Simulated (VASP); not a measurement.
An input for Ansatz (written as the equivalent of a VASP run, and not itself run):

Ansatz 0.2 input:
```yaml
crystal:
  lattice:
    - [1.9100000, -3.3082170, 0.0000000]
    - [1.9100000, 3.3082170, 0.0000000]
    - [0.0000000, 0.0000000, 6.2600000]
  atoms:
    - { symbol: Zn, position: [0.6666670, 0.3333330, 0.5000000] }
    - { symbol: Zn, position: [0.3333330, 0.6666670, 0.0000000] }
    - { symbol: S, position: [0.6666670, 0.3333330, 0.8750000] }
    - { symbol: S, position: [0.3333330, 0.6666670, 0.3750000] }
kpoints:
  mp_grid: { grid: [4, 4, 2] }
hamiltonian:
  xc: pbe
  pseudopotentials: { kind: paw }
scf:
  occupations: { method: gaussian, width: 0.01 }
  max_iter: 100
output: { forces: true, stress: true, eigenvalues: true }
```

**Question.** Write the VASP files for the same calculation (PBE).

**Answer.** One answer among several that fit: 
File KPOINTS:
```
Automatic mesh
0
G
4 4 2
```

**POSCAR**
```
ZnS
1
    1.9100000000    -3.3082170000     0.0000000000
    1.9100000000     3.3082170000     0.0000000000
    0.0000000000     0.0000000000     6.2600000000
Zn S
2 2
Direct
  0.6666670000   0.3333330000   0.5000000000
  0.3333330000   0.6666670000   0.0000000000
  0.6666670000   0.3333330000   0.8750000000
  0.3333330000   0.6666670000   0.3750000000
```

### INCAR
```
# general
SYSTEM=ZnS
PREC  =Normal
ENCUT =500   # plane-wave cut-off (eV)
LREAL =F
LASPH =T

# electronic loop
EDIFF =1E-8   # SCF stop (eV)
NELM  =100   # most electronic steps
ALGO  =Normal   # blocked Davidson

# smearing
ISMEAR=0   # Gaussian
SIGMA =0.01

# functional
GGA   =PE   # PBE

# output
LWAVE =T
LCHARG=F
```

POTCAR, in this order: Zn_sv_GW S_GW (PBE.64 set). Program: vasp_std.

Limits of the translation: each code has its own PAW files, so the cut-off isn't converted (ENCUT is set for VASP's; basis.ecutwfc is left out, and Ansatz then takes the one that its files recommend); Ansatz stops its SCF on the density residual and VASP on the energy change (EDIFF).

The compound is ZnS in the wurtzite structure, the high-temperature form. The cell was not relaxed at this level. The k-mesh is coarse (spacing up to 0.50 per Å, 2π included), so the numbers may not be converged in it.
